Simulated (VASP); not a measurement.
Output of a VASP run:

### OSZICAR
```
...
DAV:   6    -0.150104738479E+02    0.26609E-06   -0.73969E-06  1707   0.208E-02    0.459E-03
DAV:   7    -0.150104738302E+02    0.17693E-07   -0.62869E-07  1675   0.693E-03
   6 F= -.86881730E+01 E0= -.86880716E+01  d E =-.637370E-02
       N       E                     dE             d eps       ncg     rms          rms(c)
DAV:   1    -0.150567813000E+02   -0.46307E-01   -0.63618E-01  1733   0.566E+00    0.570E-01
DAV:   2    -0.150518714071E+02    0.49099E-02   -0.25803E-02  1798   0.142E+00    0.302E-01
DAV:   3    -0.150485869583E+02    0.32844E-02   -0.60445E-03  1787   0.587E-01    0.399E-02
DAV:   4    -0.150486316331E+02   -0.44675E-04   -0.50495E-04  1773   0.185E-01    0.272E-02
DAV:   5    -0.150486308470E+02    0.78609E-06   -0.32659E-06  2018   0.159E-02    0.559E-03
DAV:   6    -0.150486303828E+02    0.46421E-06   -0.64167E-07  1702   0.633E-03    0.146E-03
DAV:   7    -0.150486303705E+02    0.12334E-07   -0.74633E-08   934   0.229E-03
   7 F= -.86980577E+01 E0= -.86978734E+01  d E =-.162584E-01
       N       E                     dE             d eps       ncg     rms          rms(c)
DAV:   1    -0.150496889576E+02   -0.10586E-02   -0.84998E-04  1732   0.211E-01    0.214E-02
DAV:   2    -0.150496819243E+02    0.70334E-05   -0.35711E-05  1819   0.530E-02    0.110E-02
DAV:   3    -0.150496773131E+02    0.46112E-05   -0.89885E-06  1796   0.225E-02    0.153E-03
DAV:   4    -0.150496773521E+02   -0.39065E-07   -0.72122E-07  1668   0.713E-03
   8 F= -.86980902E+01 E0= -.86979165E+01  d E =-.162909E-01
       N       E                     dE             d eps       ncg     rms          rms(c)
DAV:   1    -0.150502029623E+02   -0.52565E-03   -0.22455E-04  1732   0.109E-01    0.110E-02
DAV:   2    -0.150502011666E+02    0.17957E-05   -0.94376E-06  1825   0.272E-02    0.562E-03
DAV:   3    -0.150501999753E+02    0.11913E-05   -0.23238E-06  1787   0.115E-02    0.814E-04
DAV:   4    -0.150501999774E+02   -0.20673E-08   -0.18447E-07  1086   0.365E-03
   9 F= -.86980910E+01 E0= -.86979201E+01  d E =-.162917E-01
       N       E                     dE             d eps       ncg     rms          rms(c)
DAV:   1    -0.151050281171E+02   -0.54828E-01   -0.37519E-02  1674   0.133E+00    0.278E-01
DAV:   2    -0.151043619387E+02    0.66618E-03   -0.82608E-04  1714   0.253E-01    0.147E-01
DAV:   3    -0.151040217202E+02    0.34022E-03   -0.50202E-04  1662   0.152E-01    0.262E-02
DAV:   4    -0.151040193445E+02    0.23757E-05   -0.42864E-06  1887   0.183E-02    0.159E-02
DAV:   5    -0.151040166235E+02    0.27210E-05   -0.38697E-07  1735   0.484E-03    0.714E-04
DAV:   6    -0.151040165728E+02    0.50713E-07   -0.14978E-08   866   0.104E-03
  10 F= -.86981832E+01 E0= -.86980509E+01  d E =-.922068E-04
       N       E                     dE             d eps       ncg     rms          rms(c)
DAV:   1    -0.150790897453E+02    0.24927E-01   -0.84852E-03  1674   0.633E-01    0.132E-01
DAV:   2    -0.150789396672E+02    0.15008E-03   -0.18840E-04  1725   0.120E-01    0.702E-02
DAV:   3    -0.150788645229E+02    0.75144E-04   -0.11308E-04  1656   0.724E-02    0.126E-02
DAV:   4    -0.150788650747E+02   -0.55183E-06   -0.98063E-07  1887   0.871E-03    0.768E-03
DAV:   5    -0.150788659026E+02   -0.82785E-06   -0.89213E-08   944   0.239E-03    0.305E-04
DAV:   6    -0.150788659091E+02   -0.65388E-08   -0.77348E-09   833   0.869E-04
  11 F= -.86985649E+01 E0= -.86984133E+01  d E =-.473909E-03
```

**OUTCAR**
```
------------------------ aborting loop because EDIFF is reached ----------------------------------------
  FORCE on cell =-STRESS in cart. coord.  units (eV):
  Direction    XX          YY          ZZ          XY          YZ          ZX
  --------------------------------------------------------------------------------------
  Total        6.3675682      6.3675650      6.4057232      0.0000010     -0.0000000      0.0000000
  in kB      299.4013073    299.4011575    301.1953444      0.0000472     -0.0000000      0.0000000
  external PRESSURE =      -0.0007303 kB  Pullay stress =     300.0000000 kB
  volume of cell :       34.07
      direct lattice vectors                 reciprocal lattice vectors
     4.095190268  0.000000051  0.000000000     0.244188897  0.140982526 -0.000000000
    -2.047594619  3.546537892 -0.000000000    -0.000000004  0.281965123 -0.000000000
    -0.000000000  0.000000000  2.346128555    -0.000000000  0.000000000  0.426234103
 POSITION                                       TOTAL-FORCE (eV/Angst)
 -----------------------------------------------------------------------------------
      0.00000      0.00000      0.00000         0.000000     -0.000000     -0.000000
     -0.00000      2.36436      1.17306        -0.000000      0.000000      0.000000
      2.04760      1.18218      1.17306         0.000000     -0.000000     -0.000000
 -----------------------------------------------------------------------------------
    total drift:                                0.000000     -0.000000      0.000000
  FREE ENERGIE OF THE ION-ELECTRON SYSTEM (eV)
  ---------------------------------------------------
  free  energy   TOTEN  =       -15.0788659091 eV

  energy  without entropy=      -15.0784112994  energy(sigma->0) =      -15.07871437
  enthalpy is  TOTEN    =        -8.6985648791 eV   P V=        6.3803010300

 reached required accuracy - stopping structural energy minimisation
```
(Selected blocks of OUTCAR.)

### POSCAR
```
P
1
    4.3970646289     0.0000000044    -0.0000000000
   -2.1985318053     3.8079688550     0.0000000000
    0.0000000000     0.0000000000     2.4647171138
P
3
Direct
  0.0000000000   0.0000000000   0.0000000000
  0.3333330000   0.6666670000   0.5000000000
  0.6666670000   0.3333330000   0.5000000000
```

Write an INCAR and KPOINTS that could have produced this output.

This is not unique; one that fits is the input of the run itself, PBEsol GGA, plane waves, VASP's PBE PAW potentials (set 64).

**INCAR**
```
# general
SYSTEM  = P
PREC    = Accurate
ENCUT   = 480
LREAL   = F
LASPH   = T

# electronic loop
EDIFF   = 1E-7
NELM    = 100
ALGO    = Normal

# smearing
ISMEAR  = 1
SIGMA   = 0.1

# functional
GGA     = PS

# ions
IBRION  = 2
NSW     = 40
ISIF    = 3
EDIFFG  = -0.01
PSTRESS = 300

# output
LWAVE   = F
LCHARG  = F
```

KPOINTS:
```
Automatic mesh
0
Gamma
8 8 12
0 0 0
```

POTCAR, in this order: P (PBE.64 set). Program: vasp_std.

Energy and stress use the plane-wave basis of the starting cell.

The structure was generated: P was put into the omega type (P6/mmm), which need not be its known phase. This run relaxes it under an external pressure of 30 GPa. Symmetry was kept, so distortions that lower it aren't found. VASP warned that the highest band is occupied, so more bands are needed.
